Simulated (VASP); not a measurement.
Data:

```
Al
1.0
    0.00000     2.01772     2.01772
    2.01772     0.00000     2.01772
    2.01772     2.01772     0.00000
Al
1
Direct
  0.00000   0.00000   0.00000
```

Computed with PBE GGA, VASP's PBE PAW potentials (set 64) (plane waves; VASP 6.6.1). Settings: 480 eV cut-off, 14×14×14 Γ-centred mesh, first-order Methfessel-Paxton smearing of 0.10 eV, potentials Al.

Each relaxation starts from this cell; other phases were not tried.

**Question.** The cell is relaxed at 5 GPa. What happens?

**Answer.** The volume per atom goes from 16.43 to 15.53 Å³ (-5.5 %), and the cell becomes a = b = c = 3.9606 Å, α = β = γ = 90.00°, space group Fm-3m.

**Question.** The cell is relaxed at 10 GPa. What happens?

**Answer.** The volume per atom goes from 16.43 to 14.84 Å³ (-9.7 %), and the cell becomes a = 3.9011 Å, b = 3.9011 Å, c = 3.9011 Å, α = 90.00°, β = 90.00°, γ = 90.00°, space group Fm-3m.

Failed runs are left out, and for metals the shear rows, which the mesh's noise covers.

The compound is Al in the fcc structure.
